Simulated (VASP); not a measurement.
The system is Sc.

```
Sc
1.0
     3.30900    0.00000    0.00000
    -1.65450    2.86568    0.00000
     0.00000    0.00000    5.27330
Sc
2
Cartesian
  0.0000 1.9105 1.3183
  1.6545 0.9552 3.9550
```

| Quantity | Value |
| --- | --- |
| Program | VASP 6.6.1 |
| Task | relaxation of cell and atoms |
| Functional | PBE |
| Potentials or basis | VASP PAW PBE potentials, release 64 (Sc_sv) |
| Cutoff | 520 eV |
| k mesh | 15 × 15 × 8 |
| Occupations | gaussian, width 0.1 eV |
| Spin | no spin polarisation |

At the start: pressure -0.7 GPa; volume 25.00 Å³/atom.

Question: How do energy, volume and symmetry change on relaxing?

Answer: Over 5 steps the energy falls by 3.0 meV/atom and the volume is 24.65 Å³/atom (-1.4 %); space group P6_3/mmc (No. 194, to 0.05 Å).

The path:
```tsv
step	energy change (eV)	largest force (eV/Å)	pressure (GPa)	volume (Å³)
1	0.0000	0.0000	-0.71	50.00
2	-0.0049	0.0000	0.13	49.21
3	-0.0051	0.0000	0.33	49.02
4	-0.0059	0.0000	0.05	49.27
5	-0.0059	0.0000	0.01	49.30
```

Final structure:
```
Sc
1.0
     3.32000    0.00000    0.00000
    -1.66000    2.87520    0.00000
     0.00000    0.00000    5.16493
Sc
2
Direct
  0.33333 0.66667 0.25000
  0.66667 0.33333 0.75000
```
